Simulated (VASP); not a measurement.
# Y3BeO (Pm-3m) in VASP: single point with PBE

Aim: the single point of Y3BeO with PBE.

Everything below comes from runs of VASP 6.6.1. Logs are shortened: lines on timing, memory, paths and dates and some standing lists are left out, and cuts for length are marked.

## Step 1: The structure

It takes space group Pm-3m (No. 221, cubic). The conventional cell has a = 4.509 Å, b = 4.509 Å, c = 4.509 Å, α = 90.00°, β = 90.00°, γ = 90.00°. O (site symmetry m-3m) is surrounded by 6 Y at 2.25 Å. Around Be (site symmetry m-3m) lie 12 Y at 3.19 Å. Around Y (site symmetry 4/mmm) lie 2 O at 2.25 Å.

The cell was built by a generator and needn't be a form met in nature.

## Step 2: Single point, PBE

Contents of INCAR:

```
SYSTEM = Y3BeO
  ALGO = Normal
  EDIFF = 1E-7
  ENCUT = 520
  GGA = PE
  ISIF = 2
  ISMEAR = -1
  LASPH = .True.
  LCHARG = .False.
  LREAL = .False.
  LWAVE = .False.
  NBANDS = 28
  NELM = 80
  PREC = Accurate
  SIGMA = 0.1
```

Contents of KPOINTS:

```
k-points
0
Gamma
  4 4 4
  0 0 0
```

Contents of POSCAR:

```
Y3BeO
1.0
    4.5085520000      0.0000000000      0.0000000000
    0.0000000000      4.5085520000      0.0000000000
    0.0000000000      0.0000000000      4.5085520000
O Be Y
1 1 3
Direct
    0.0000000000      0.0000000000      0.0000000000
    0.5000000000      0.5000000000      0.5000000000
    0.5000000000      0.0000000000      0.0000000000
    0.0000000000      0.5000000000      0.0000000000
    0.0000000000      0.0000000000      0.5000000000
```

Potentials or basis: VASP PAW PBE potentials, release 64 (O, Be, Y_sv).

On the command line:

```sh
$ cat potpaw_PBE.64/O/POTCAR potpaw_PBE.64/Be/POTCAR potpaw_PBE.64/Y_sv/POTCAR > POTCAR
$ mpirun -np 1 vasp_std > vasp.out
```

OUTCAR:

```text
SYSTEM = Y3BeO
   EDIFF = 1E-7
   ENCUT = 520
   GGA = PE
   ISIF = 2
   ISMEAR = -1
   LASPH = .True.
   LREAL = .False.
   NELM = 80
   PREC = Accurate

 ion  position               nearest neighbor table
   1  0.000  0.000  0.000-   3 2.25   4 2.25   5 2.25   5 2.25   4 2.25   3 2.25
   2  0.500  0.500  0.500-   3 3.19   4 3.19   5 3.19   3 3.19   4 3.19   3 3.19   5 3.19   3 3.19
                             4 3.19   5 3.19   4 3.19   5 3.19
   3  0.500  0.000  0.000-   1 2.25   1 2.25   4 3.19   5 3.19   2 3.19   5 3.19   2 3.19   4 3.19
                             2 3.19   2 3.19   4 3.19   5 3.19   5 3.19   4 3.19
   4  0.000  0.500  0.000-   1 2.25   1 2.25   3 3.19   5 3.19   2 3.19   5 3.19   2 3.19   3 3.19
                             5 3.19   5 3.19   2 3.19   3 3.19   2 3.19   3 3.19
   5  0.000  0.000  0.500-   1 2.25   1 2.25   3 3.19   4 3.19   2 3.19   3 3.19   4 3.19   2 3.19
                             4 3.19   4 3.19   2 3.19   3 3.19   3 3.19   2 3.19

  LATTYP: Found a simple cubic cell.
 ALAT       =     4.5085520000

  Lattice vectors:

 A1 = (   4.5085520000,   0.0000000000,   0.0000000000)
 A2 = (   0.0000000000,   4.5085520000,   0.0000000000)
 A3 = (   0.0000000000,   0.0000000000,   4.5085520000)

Analysis of symmetry for initial positions (statically):
=====================================================================
 Subroutine PRICEL returns:
 Original cell was already a primitive cell.

 Routine SETGRP: Setting up the symmetry group for a
 simple cubic supercell.

 Subroutine GETGRP returns: Found 48 space group operations
 (whereof 48 operations were pure point group operations)
 out of a pool of 48 trial point group operations.

The static configuration has the point symmetry O_h .

Analysis of symmetry for dynamics (positions and initial velocities):
=====================================================================
 Subroutine PRICEL returns:
 Original cell was already a primitive cell.

 Routine SETGRP: Setting up the symmetry group for a
 simple cubic supercell.

 Subroutine GETGRP returns: Found 48 space group operations
 (whereof 48 operations were pure point group operations)
 out of a pool of 48 trial point group operations.

The dynamic configuration has the point symmetry O_h .

 Subroutine INISYM returns: Found 48 space group operations
 (whereof 48 operations are pure point group operations),
 and found     1 'primitive' translations

----------------------------------------------------------------------------------------

[... 87 lines left out ...]
   IBRION =     -1    ionic relax: 0-MD 1-quasi-New 2-CG
   NFREE  =      0    steps in history (QN), initial steepest desc. (CG)
   ISIF   =      2    stress and relaxation
   ISYM   =      2    0-nonsym 1-usesym 2-fastsym
   POTIM  = 0.5000    time-step for ionic-motion
   TEBEG  =    0.0;   TEEND  =   0.0 temperature during run
   PSTRESS=    0.0 pullay stress
   NELECT =      41.0000    total number of electrons
   NUPDOWN=      -1.0000    fix difference up-down
   EMIN   =  10.00;   EMAX   =-10.00  energy-range for DOS
   EFERMI =   0.00;   METHOD = LEGACY
   ISMEAR =    -1;   SIGMA  =   0.10  broadening in eV -4-tet -1-fermi 0-gaus
   EFERMI_NEDOS =   21; number of points for ismear=-14 and -15
   IALGO  =     38    algorithm
   IMIX   =      4    mixing-type and parameters
     AMIX     =   0.40;   BMIX     =  1.00
     AMIX_MAG =   1.60;   BMIX_MAG =  1.00
  volume/ion in A,a.u.               =      18.33       123.69
  Fermi-wavevector in a.u.,A,eV,Ry     =   1.252081  2.366090 21.329941  1.567706
  Thomas-Fermi vector in A             =   2.385998
   LORBIT       =      0    0 simple, 1 ext, 2 COOP (PROOUT), +10 PAW based schemes
   GGA     = PE    functional components
   LHFCALC =     F    Hartree Fock is set to
   AEXX    =    0.0000 exact exchange contribution
   IVDW    =     0    specifies the selected vdW correction
   LEPSILON=     F    determine dielectric tensor
   LRPA    =     F    only Hartree local field effects (RPA)
 non-spin polarized calculation
  energy-cutoff  :      520.00
  volume of cell :       91.65
 maximum number of plane-waves:      2517
 NGX is ok and might be reduce to    36
   NGX = 17   NGY = 17   NGZ = 17

 number of electron      41.0000003 magnetization

 Free energy of the ion-electron system (eV)
  ---------------------------------------------------
  ext. energy  EPLUGINS =         0.00000000
  ---------------------------------------------------
  free energy    TOTEN  =       -32.97930850 eV

  energy without entropy =      -32.86957458  energy(sigma->0) =      -32.92444154

 E-fermi :   4.6475     XC(G=0): -10.5438

 val. band max:        4.5449648041   @ k =   0.2500   0.2500   0.0000
 cond. band min:       4.7914944107   @ k =   0.5000   0.2500   0.0000
 fundamental gap:      0.2465296066
 Fermi energy:         4.6475008543

 k-point     1 :       0.0000    0.0000    0.0000
  band No.  band energies     occupation
      1     -37.8173      2.00000
      2     -37.5159      2.00000
      3     -37.5159      2.00000
      4     -18.5176      2.00000
      5     -18.5176      2.00000
      6     -18.5176      2.00000
[... 299 lines left out ...]
     27       9.2853      0.00000
     28       9.2853      0.00000

------------------------ aborting loop because EDIFF is reached ----------------------------------------

  FORCE on cell =-STRESS in cart. coord.  units (eV):
  Direction    XX          YY          ZZ          XY          YZ          ZX
  --------------------------------------------------------------------------------------
  -------------------------------------------------------------------------------------
  Total        6.6688110      6.6688110      6.6688110     -0.0000000      0.0000000      0.0000000
  in kB      116.5863601    116.5863601    116.5863601     -0.0000000      0.0000000      0.0000000
  external PRESSURE =     116.5863601 kB  Pullay stress =       0.0000000 kB

 VOLUME and BASIS-vectors are now :
 -----------------------------------------------------------------------------
  energy-cutoff  :      520.00
  volume of cell :       91.65
      direct lattice vectors                 reciprocal lattice vectors
     4.508552000  0.000000000  0.000000000     0.221800702  0.000000000  0.000000000
     0.000000000  4.508552000  0.000000000     0.000000000  0.221800702  0.000000000
     0.000000000  0.000000000  4.508552000     0.000000000  0.000000000  0.221800702

 POSITION                                       TOTAL-FORCE (eV/Angst)
 -----------------------------------------------------------------------------------
      0.00000      0.00000      0.00000         0.000000      0.000000      0.000000
      2.25428      2.25428      2.25428         0.000000      0.000000      0.000000
      2.25428      0.00000      0.00000         0.000000      0.000000      0.000000
      0.00000      2.25428      0.00000         0.000000      0.000000      0.000000
      0.00000      0.00000      2.25428         0.000000      0.000000      0.000000
 -----------------------------------------------------------------------------------
    total drift:                                0.000000      0.000000     -0.000000

  FREE ENERGIE OF THE ION-ELECTRON SYSTEM (eV)
  ---------------------------------------------------
  free  energy   TOTEN  =       -32.9793085031 eV

  energy  without entropy=      -32.8695745800  energy(sigma->0) =      -32.92444154
```

Wall time 38 s (1 thread of Intel Xeon Platinum 8259CL at 2.50GHz (Skylake/Cascade Lake), shared host); peak memory 0.22 GiB.

What came out:

| Quantity | Value |
| --- | --- |
| Free energy | -32.9793 eV |
| Pressure | 11.7 GPa |
| Band gap on the k mesh | none (metal or under the smearing width) |

Caveat: an odd number of electrons without spin polarisation forces a metal; a magnetic or distorted state may lie lower.
